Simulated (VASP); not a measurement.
Here is the system:

```
Tc
1.0
    1.37000    -2.37291     0.00000
    1.37000     2.37291     0.00000
    0.00000     0.00000     4.39000
Tc
2
Direct
  0.33333   0.66667   0.25000
  0.66667   0.33333   0.75000
```

Calculation: vdW-DF2, VASP's PBE PAW potentials (set 64) (plane waves; VASP). Run with 520 eV cut-off, 14×14×8 Γ-centred mesh, first-order Methfessel-Paxton smearing of 0.10 eV, potentials Tc_pv.

Energy and stress use the plane-wave basis of the starting cell.

**Question.** The ions, cell shape and volume are relaxed. What does this cell relax into?

**Answer.** 
```
Tc
1.0
    1.40683    -2.43669     0.00000
    1.40683     2.43669     0.00000
    0.00000     0.00000     4.49477
Tc
2
Direct
  0.33333   0.66667   0.25000
  0.66667   0.33333   0.75000
```
Space group P6_3/mmc (194), at a tolerance of 0.03 Å.

**Question.** How do energy and volume change from the first to the last step?

**Answer.** The energy (σ→0) changes by -76.8 meV/atom and the volume by +8.0 %, in 9 ionic steps.

The compound is Tc in the hcp structure. This run relaxes it. Symmetry was kept, so distortions that lower it aren't found.
